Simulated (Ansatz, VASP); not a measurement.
## SiNi: VASP beside Ansatz

Aim: how closely do two programs agree when they are given the same cell, functional and k mesh?

Method: plane waves, with VASP 6.6.1 beside it; relaxation of cell and atoms at r2SCAN, band structure at r2SCAN and electric field gradients at r2SCAN, in Ansatz 0.2.0.

## (1) Starting point

The structure is orthorhombic, space group Pnma (No. 62). The conventional cell has a = 5.175 Å, b = 3.332 Å, c = 5.609 Å, α = 90.00°, β = 90.00°, γ = 90.00°. Nearest to Si lie 6 Ni at 2.28 to 2.40 Å. Ni has 6 Si at 2.28 to 2.40 Å nearest. Farther neighbours are not listed.

Coordinates:

```xyz
8
Lattice="5.1752 0.0000 0.0000 0.0000 3.3321 0.0000 0.0000 0.0000 5.6094" Properties=species:S:1:pos:R:3 pbc="T T T"
Si    1.6639    2.4991    0.4581
Si    0.9237    0.8330    3.2628
Si    4.2515    2.4991    2.3466
Si    3.5113    0.8330    5.1513
Ni    0.0406    0.8330    1.0507
Ni    2.5470    2.4991    3.8554
Ni    2.6282    0.8330    1.7540
Ni    5.1346    2.4991    4.5587
```

## (2) VASP: relaxation of cell and atoms, r2SCAN

The relaxed volume is the usual yardstick between codes: its relative difference is about their pressure difference at one cell divided by the bulk modulus.

Lines of VASP's logs that name or quote its potential files are left out, and so is its time.

INCAR

```
SYSTEM = SiNi
PREC = Accurate
ENCUT = 400
EDIFF = 1E-06
NELM = 100
ISMEAR = 0
SIGMA = 0.05
LREAL = .FALSE.
ALGO = Normal
METAGGA = R2SCAN
LASPH = .TRUE.
NBANDS = 43
ISPIN = 2
MAGMOM = 0 0 0 0 1 1 1 1
LMAXMIX = 4
LORBIT = 11
LWAVE = .FALSE.
LCHARG = .FALSE.
KPAR = 4
IBRION = 2
NSW = 60
ISIF = 3
EDIFFG = -0.01
```

POSCAR

```
SiNi
1.0
    5.1752000000      0.0000000000      0.0000000000
    0.0000000000      3.3321000000      0.0000000000
    0.0000000000      0.0000000000      5.6094000000
Si Ni
4 4
Direct
    0.3215200000      0.7500000000      0.0816600000
    0.1784800000      0.2500000000      0.5816600000
    0.8215200000      0.7500000000      0.4183400000
    0.6784800000      0.2500000000      0.9183400000
    0.0078500000      0.2500000000      0.1873100000
    0.4921500000      0.7500000000      0.6873100000
    0.5078500000      0.2500000000      0.3126900000
    0.9921500000      0.7500000000      0.8126900000
```

KPOINTS

```
Automatic mesh
0
Gamma
5 7 4
0 0 0
```

The projector-augmented-wave data sets are Si and Ni (PBE family, release 64).

Started as:

```console
$ mpirun -np 4 vasp_std
```

Numbers of over 12 decimals in the logs are rounded to 6 here.

What it wrote:

```text
[banner, memory and clock lines left out]
running    4 mpi-ranks, on    1 nodes
 distrk:  each k-point on    1 cores,    4 groups
 distr:  one band on    1 cores,    1 groups

 POSCAR found type information on POSCAR SiNi
 POSCAR found :  2 types and       8 ions
|                                                                             |
|               ----> ADVICE to this user running VASP <----                  |
|                                                                             |
|     You enforced a specific xc type in the INCAR file but a different       |
|     [... a line on the potential file left out ...]
|     I HOPE YOU KNOW WHAT YOU ARE DOING!                                     |
|                                                                             |

 LDA part: xc-table for (None), standard interpolation
 POSCAR, INCAR and KPOINTS ok, starting setup
 FFT: planning ... GRIDC
 FFT: planning ... GRID_SOFT
 FFT: planning ... GRID
 WAVECAR not read
 entering main loop
       N       E                     dE             d eps       ncg     rms          rms(c)
DAV:   1     0.298519681269E+03    0.29852E+03   -0.20668E+04  6192   0.131E+03
DAV:   2    -0.690846194192E+02   -0.36760E+03   -0.34567E+03  6195   0.309E+02
DAV:   3    -0.986450330756E+02   -0.29560E+02   -0.28366E+02  6995   0.104E+02
DAV:   4    -0.994607635586E+02   -0.81573E+00   -0.81070E+00  7403   0.165E+01
DAV:   5    -0.994846737957E+02   -0.23910E-01   -0.23901E-01  7727   0.263E+00    0.290E+01
DAV:   6    -0.101698362095E+03   -0.22137E+01   -0.98986E+01  7058   0.152E+02    0.368E+01
DAV:   7    -0.864972614269E+02    0.15201E+02   -0.31444E+01  7346   0.902E+01    0.721E+00
DAV:   8    -0.867240821620E+02   -0.22682E+00   -0.42585E+00  8823   0.191E+01    0.490E+00
DAV:   9    -0.866768043498E+02    0.47278E-01   -0.46001E-01  8086   0.746E+00    0.144E+00
DAV:  10    -0.866858109035E+02   -0.90066E-02   -0.32900E-02  8583   0.220E+00    0.597E-01
DAV:  11    -0.866871790023E+02   -0.13681E-02   -0.49232E-03  7815   0.493E-01    0.314E-01
DAV:  12    -0.866876333075E+02   -0.45431E-03   -0.14471E-03  7468   0.447E-01    0.167E-01
DAV:  13    -0.866877608011E+02   -0.12749E-03   -0.27817E-04  8025   0.185E-01    0.581E-02
DAV:  14    -0.866877755914E+02   -0.14790E-04   -0.41620E-05  7258   0.469E-02    0.171E-02
DAV:  15    -0.866877775675E+02   -0.19761E-05   -0.42874E-06  6258   0.153E-02    0.427E-03
DAV:  16    -0.866877781056E+02   -0.53810E-06   -0.80952E-07  3593   0.820E-03
   1 F= -.86687778E+02 E0= -.86687753E+02  d E =-.866878E+02  mag=    -0.0001
[... from here on, the cycles between the ionic steps are left out ...]
   2 F= -.86690087E+02 E0= -.86689827E+02  d E =-.230918E-02  mag=     0.0000
   3 F= -.86712757E+02 E0= -.86712682E+02  d E =-.249789E-01  mag=    -0.0000
   4 F= -.86715511E+02 E0= -.86715307E+02  d E =-.275381E-02  mag=    -0.0000
   5 F= -.86716098E+02 E0= -.86715727E+02  d E =-.334136E-02  mag=    -0.0000
   6 F= -.86716438E+02 E0= -.86715964E+02  d E =-.339364E-03  mag=     0.0000
   7 F= -.86716586E+02 E0= -.86715978E+02  d E =-.487334E-03  mag=    -0.0000
   8 F= -.86716703E+02 E0= -.86715985E+02  d E =-.117028E-03  mag=     0.0000
   9 F= -.86716721E+02 E0= -.86715955E+02  d E =-.135570E-03  mag=    -0.0000
  10 F= -.86716752E+02 E0= -.86715868E+02  d E =-.304811E-04  mag=     0.0000
  11 F= -.86716755E+02 E0= -.86715903E+02  d E =-.338178E-04  mag=     0.0000
 curvature:   0.64 expect dE= 0.615E-04 dE for cont linesearch  0.441E-06
 trial: gam= 1.25995 g(F)=  0.227E-04 g(S)=  0.735E-04 ort = 0.101E-04 (trialstep = 0.549E+00)
 search vector abs. value=  0.359E-03
 bond charge predicted
       N       E                     dE             d eps       ncg     rms          rms(c)
DAV:   1    -0.867168921469E+02   -0.13669E-03   -0.30564E-03  6440   0.320E-01    0.739E-02
DAV:   2    -0.867168717713E+02    0.20376E-04   -0.34315E-04  7578   0.273E-01    0.625E-02
DAV:   3    -0.867168241377E+02    0.47634E-04   -0.14395E-04  7132   0.193E-01    0.317E-02
DAV:   4    -0.867168117427E+02    0.12395E-04   -0.25107E-05  9214   0.554E-02    0.647E-03
DAV:   5    -0.867168120731E+02   -0.33035E-06   -0.62777E-06  5993   0.249E-02
  12 F= -.86716812E+02 E0= -.86715881E+02  d E =-.569782E-04  mag=     0.0000
 trial-energy change:   -0.000057  1 .order   -0.000052   -0.000060   -0.000043
 step:   1.9927(harm=  1.9927)  dis= 0.00250  next Energy=   -86.716864 (dE=-0.109E-03)
 reached required accuracy - stopping structural energy minimisation
```

Parts of OUTCAR (step 2):

```text
ion  position               nearest neighbor table
   1  0.322  0.750  0.082-   8 2.28   7 2.32   7 2.32   6 2.38   5 2.40   5 2.40   4 2.65   4 2.65

  LATTYP: Found a simple orthorhombic cell.
 ALAT       =     3.3321000000
 B/A-ratio  =     1.5531346598
 C/A-ratio  =     1.6834428739

 Subroutine GETGRP returns: Found  8 space group operations
 (whereof  2 operations were pure point group operations)

The static configuration has the point symmetry S_2 .
 The point group associated with its full space group is D_2h.

 Found     36 irreducible k-points:

   k-points           NKPTS =     36   k-points in BZ     NKDIM =     36   number of bands    NBANDS=     43

   dimension x,y,z NGX =    36 NGY =   24 NGZ =   40
   dimension x,y,z NGXF=    72 NGYF=   48 NGZF=   80

   ENCUT  =  400.0 eV  29.40 Ry    5.42 a.u.   8.44  5.43  9.15*2*pi/ulx,y,z

   NELECT =      56.0000    total number of electrons

 k-points in reciprocal lattice and weights: Automatic mesh
   0.00000000  0.00000000  0.00000000       0.007
   0.20000000  0.00000000  0.00000000       0.014
   0.40000000  0.00000000  0.00000000       0.014
   0.00000000  0.14285714  0.00000000       0.014
   0.20000000  0.14285714  0.00000000       0.029
   0.40000000  0.14285714  0.00000000       0.029
   0.00000000  0.28571429  0.00000000       0.014
   0.20000000  0.28571429  0.00000000       0.029
   0.40000000  0.28571429  0.00000000       0.029
[...]
0.20000000  0.42857143  0.50000000       0.029
   0.40000000  0.42857143  0.50000000       0.029

 average (electrostatic) potential at core
       1 -82.1038       2 -82.1038       3 -82.1038       4 -82.1038       5 -86.7038
       6 -86.7038       7 -86.7038       8 -86.7038

 E-fermi :  10.5801

 spin component 1
 k-point     1 :       0.0000    0.0000    0.0000
  band No.  band energies     occupation
    ...
     24       8.5385      1.00000
     25       8.5531      1.00000
     26       9.3712      1.00000
     27       9.3737      1.00000
     28       9.5889      1.00000
     29      11.2991      0.00000
     30      12.0886      0.00000
     31      14.1441      0.00000
     32      14.7396      0.00000
     33      15.0704      0.00000
    ...

 k-point     2 :       0.2000    0.0000    0.0000
  band No.  band energies     occupation
    ...
     24       8.4962      1.00000
     25       8.5427      1.00000
     26       9.0680      1.00000
     27       9.8283      1.00000
     28       9.9460      1.00000
     29      12.4256      0.00000
     30      12.5494      0.00000
     31      13.6789      0.00000
     32      14.9933      0.00000
     33      15.0455      0.00000
    ...

 k-point     3 :       0.4000    0.0000    0.0000
  band No.  band energies     occupation
    ...
     22       8.0692      1.00000
     23       8.4478      1.00000
     24       8.5106      1.00000
     25       8.5285      1.00000
     26       8.7173      1.00000
     27      10.8965      0.00000
     28      11.0864      0.00000
     29      12.4396      0.00000
     30      12.6319      0.00000
     31      14.5695      0.00000
    ...

 k-point     4 :       0.0000    0.1429    0.0000
  band No.  band energies     occupation
    ...
     24       8.5044      1.00000
     25       8.8583      1.00000
     26       9.0596      1.00000
     27       9.4212      1.00000
     28       9.6689      1.00000
     29      11.2699      0.00000
     30      12.2814      0.00000
     31      12.3713      0.00000
     32      13.1941      0.00000
     33      14.7298      0.00000
    ...

 k-point     5 :       0.2000    0.1429    0.0000
  band No.  band energies     occupation
    ...
     24       8.5382      1.00000
     25       8.9740      1.00000
     26       9.0594      1.00000
     27       9.2602      1.00000
     28       9.8921      1.00000
     29      11.7894      0.00000
     30      12.6544      0.00000
     31      12.7843      0.00000
     32      13.4535      0.00000
     33      14.1715      0.00000
    ...

 k-point     6 :       0.4000    0.1429    0.0000
  band No.  band energies     occupation
    ...
     23       8.4345      1.00000
     24       8.5732      1.00000
     25       8.7590      1.00000
     26       8.8307      1.00000
     27      10.0379      1.00000
     28      10.9415      0.00000
     29      11.0815      0.00000
     30      12.8683      0.00000
     31      13.9380      0.00000
     32      14.0634      0.00000
    ...

  Total       -0.0034190      0.0433150     -0.0384308      0.0000000      0.0000000      0.0000000
  in kB       -0.0576195      0.7299857     -0.6476731      0.0000000      0.0000000      0.0000000
  external PRESSURE =       0.0082310 kB  Pullay stress =       0.0000000 kB

  energy-cutoff  :      400.00
  volume of cell :       95.07
      direct lattice vectors                 reciprocal lattice vectors
     5.096621537  0.000000000  0.000000000     0.196208408  0.000000000  0.000000000
    -0.000000000  3.340398819  0.000000000    -0.000000000  0.299365451  0.000000000
     0.000000000  0.000000000  5.584103976     0.000000000  0.000000000  0.179079760

 POSITION                                       TOTAL-FORCE (eV/Angst)
 -----------------------------------------------------------------------------------
      1.63638      2.50530      0.46368         0.006199      0.000000      0.000718
      0.91193      0.83510      3.25573        -0.006199     -0.000000      0.000718
      4.18469      2.50530      2.32837         0.006199      0.000000     -0.000718
      3.46024      0.83510      5.12042        -0.006199     -0.000000     -0.000718
      0.03922      0.83510      1.05687         0.001186      0.000000      0.001327
      2.50909      2.50530      3.84893        -0.001186     -0.000000      0.001327
      2.58753      0.83510      1.73518         0.001186      0.000000     -0.001327
      5.05740      2.50530      4.52723        -0.001186     -0.000000     -0.001327
 -----------------------------------------------------------------------------------
    total drift:                                0.000000     -0.000000     -0.000000

  FREE ENERGIE OF THE ION-ELECTRON SYSTEM (eV)
  ---------------------------------------------------
  free  energy   TOTEN  =       -86.7168120731 eV

  energy  without entropy=      -86.7149498412  energy(sigma->0) =      -86.71588096

 reached required accuracy - stopping structural energy minimisation

 total charge
# of ion       s       p       d       tot
------------------------------------------
    1        0.753   0.879   0.000   1.633
    2        0.753   0.879   0.000   1.633
    3        0.753   0.879   0.000   1.633
    4        0.753   0.879   0.000   1.633
    5        0.524   0.695   8.464   9.683
    6        0.524   0.695   8.464   9.683
    7        0.524   0.695   8.464   9.683
    8        0.524   0.695   8.464   9.683
--------------------------------------------------
tot          5.110   6.296  33.855  45.261

 magnetization (x)
# of ion       s       p       d       tot
------------------------------------------
    1        0.000   0.000   0.000   0.000
    2        0.000   0.000   0.000   0.000
    3        0.000   0.000   0.000   0.000
    4        0.000   0.000   0.000   0.000
    5       -0.000  -0.000   0.000   0.000
    6       -0.000  -0.000   0.000   0.000
    7       -0.000  -0.000   0.000   0.000
    8       -0.000  -0.000   0.000   0.000
--------------------------------------------------
tot         -0.000   0.000   0.000   0.000

[... 1 further part left out ...]
```

The moments of VASP's start collapse, so its state is non-magnetic. The run keeps the 8 symmetry operations of its start, so it cannot find a distortion of lower symmetry.

(Part 1 of 3 ends here.)

[Lines on the potential files, build, host, timing and source positions are cut from VASP's logs without a mark.]

[Logs are printed without paths, hosts, clocks, repeated set-up lines and the standing remarks that a program may print on its own settings, such as how far it seeks lower states.]

[Hosts, paths, dates, database ids (printed as entryN), source tags and the programs' standing remarks are cut or masked in the printed files.]
